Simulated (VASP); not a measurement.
HfTeSe5:

```
Hf Te Se
1.0
     4.82347    0.00000    0.00000
    -2.41173    4.17724    0.00000
     0.00000    0.00000    9.63552
Hf Te Se
1 1 5
Cartesian
  2.4117 1.3924 0.0000
  0.0000 2.7848 4.8178
  0.0000 2.7848 2.5158
  0.0000 2.7848 7.1197
  0.0000 0.0000 0.0000
  2.4117 1.3924 6.4372
  2.4117 1.3924 3.1983
```

The cell was built by a generator and needn't be a form met in nature.

```yaml
Program: VASP 6.6.1
Task: relaxation of cell and atoms
Functional: PBE
Potentials_or_basis: VASP PAW PBE potentials, release 64 (Hf_pv, Te, Se)
Cutoff: 520 eV
k_mesh: 4 × 4 × 2
Occupations: gaussian, width 0.15 eV
Spin: no spin polarisation
```

At the start: pressure 3.9 GPa; volume 27.73 Å³/atom.

Question: How do energy, volume and symmetry change on relaxing?

Answer: Over 11 steps the energy falls by 542.7 meV/atom and the volume is 26.18 Å³/atom (-5.6 %); space group P-6m2 (No. 187, to 0.05 Å).

Step by step:
| step | energy change (eV) | largest force (eV/Å) | pressure (GPa) | volume (Å³) |
| --- | --- | --- | --- | --- |
| 1 | 0.0000 | 6.3193 | 3.85 | 194.14 |
| 2 | -1.8576 | 0.6371 | -6.06 | 211.62 |
| 3 | -1.9942 | 1.2068 | -4.63 | 205.95 |
| 4 | -2.5402 | 0.9321 | -0.30 | 185.60 |
| 5 | -2.5721 | 0.9154 | 1.31 | 180.31 |
| 6 | -2.9017 | 0.9515 | 1.41 | 178.33 |
| 7 | -3.6159 | 0.4070 | 4.28 | 171.73 |
| 8 | -3.7897 | 0.1353 | -0.66 | 186.21 |
| 9 | -3.7979 | 0.1172 | 0.00 | 183.44 |
| 10 | -3.7977 | 0.1146 | 0.20 | 183.11 |
| 11 | -3.7987 | 0.0474 | 0.04 | 183.27 |

Final structure:
```cif
data_structure
_symmetry_space_group_name_H-M 'P 1'
_symmetry_Int_Tables_number 1
_cell_length_a 4.7713
_cell_length_b 4.7713
_cell_length_c 9.2959
_cell_angle_alpha 90.000
_cell_angle_beta 90.000
_cell_angle_gamma 120.000
_cell_volume 183.27
loop_
_atom_site_label
_atom_site_type_symbol
_atom_site_fract_x
_atom_site_fract_y
_atom_site_fract_z
_atom_site_occupancy
Hf1 Hf 0.66667 0.33333 0.00000 1
Te1 Te 0.33333 0.66667 0.50000 1
Se1 Se 0.33333 0.66667 0.19818 1
Se2 Se 0.33333 0.66667 0.80182 1
Se3 Se 0.00000 0.00000 0.00000 1
Se4 Se 0.66667 0.33333 0.71278 1
Se5 Se 0.66667 0.33333 0.28722 1
```

Caveat: the k mesh is coarse (spacing up to 0.38 Å⁻¹), so the values aren't converged.
